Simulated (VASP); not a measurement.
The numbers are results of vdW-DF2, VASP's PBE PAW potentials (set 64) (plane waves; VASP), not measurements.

VASP input:

File POSCAR:
```
HfB2
7.1609150
  0.2203369706  -0.3816348607   0.0000000000
  0.2203369706   0.3816348607   0.0000000000
  0.0000000000   0.0000000000   0.4999999746
Hf B
1 2
Cartesian
  0.0000000000   0.0000000000   0.0000000000
  0.2203369706   0.1272118747   0.2499999873
  0.2203369706  -0.1272118747   0.2499999873
```

INCAR:
```
AGGAC=0.0
ALGO=Normal
EDIFF=1E-7
ENCUT=520
GGA=ML
ISIF=2
ISMEAR=-5
LASPH=.TRUE.
LCHARG=.TRUE.
LEFG=.TRUE.
LMAXMIX=6
LORBIT=11
LREAL=.FALSE.
LUSE_VDW=.TRUE.
LWAVE=.FALSE.
NEDOS=601
NELM=100
PREC=Accurate
SYSTEM=HfB2
ZAB_VDW=-1.8867
```

File KPOINTS:
```
Automatic mesh
0
Gamma
12 12 10
0 0 0
```

POTCAR, in this order: Hf_pv B (PBE.64 set). Program: vasp_std.

Task: What will the output report for the number of irreducible k-points (NKPTS), largest plane-wave count, number of space-group operations, FFT grid (NGX, NGY, NGZ)?

Result: 
```yaml
number of irreducible k-points (NKPTS): 114
largest_plane_wave_count: 848
number_of_space_group_operations: 24
FFT grid (NGX, NGY, NGZ): 24 × 24 × 28
```

The compound is HfB2 in the AlB2 type structure. It was relaxed first.
